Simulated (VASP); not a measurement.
**CsLiCr2Te2S3 under changes of volume**

One of the cells (31.029 Å³/atom); the others are scaled copies at fixed shape and fractional positions:

```
Cs Li Cr Te S
1.0
     6.14837   -0.01898    0.00585
    -2.30337    5.97079    0.00335
    -1.39379   -2.20848    7.61268
Cs Li Cr Te S
1 1 2 2 3
Direct
  0.06348 0.10178 0.99394
  0.57026 0.58143 0.57403
  0.07801 0.50138 0.57990
  0.43162 0.02972 0.53722
  0.54458 0.76732 0.28198
  0.01143 0.65932 0.29902
  0.77800 0.37133 0.70773
  0.39402 0.82508 0.74875
  0.19605 0.23009 0.48646
```

The cell was built by a generator and needn't be a form met in nature.

- Program: VASP 6.6.1
- Functional: PBE
- Potentials or basis: VASP PAW PBE potentials, release 64 (Cs_sv, Li_sv, Cr_pv, Te, S)
- Cutoff: 520 eV
- k mesh: 5 × 5 × 4
- Occupations: fermi-dirac, width 0.05 eV
- Spin: collinear spin, ferromagnetic start
- Starting moments: [0.0, 0.0, 3.0, 3.0, 0.0, 0.0, 0.0, 0.0, 0.0] μB

```csv
volume (Å³/atom),energy over the lowest point (meV/atom),moment (μB per cell),largest force (eV/Å)
28.595,12.61,5.32,0.636
29.203,4.54,5.35,0.399
29.812,0.00,5.39,0.181
31.029,0.11,5.45,0.209
31.637,?,?,?
32.245,10.50,5.50,0.543
```

**Question.** What does the run at 31.637 Å³/atom give?

**Answer.** Energy over the lowest point 4.15 meV/atom; moment 5.47 μB per cell; largest force 0.382 eV/Å.

Worked out: A Birch-Murnaghan fit of order 3 (a polynomial in V^(-2/3)) to the other rows has its minimum at 30.40 Å³/atom with B0 = V·E''(V) = 38 GPa and B' = 4.3 at fixed shape and positions, which overstates the stiffness. It gives 4.15 meV/atom at 31.637 Å³/atom, against the run's 4.15. A straight line through the other rows of the moment, of slope 0.0499 μB per Å³/atom, gives 5.47 μB, against the run's 5.47.

Energies are extrapolated to zero smearing.

Caveats: the cutoff is under 1.25 times the usual one of these potentials, so pressure, stress and relaxed cells hold a basis-set (Pulay) error; only a ferromagnetic start was run, and an antiferromagnetic order may lie lower in energy.
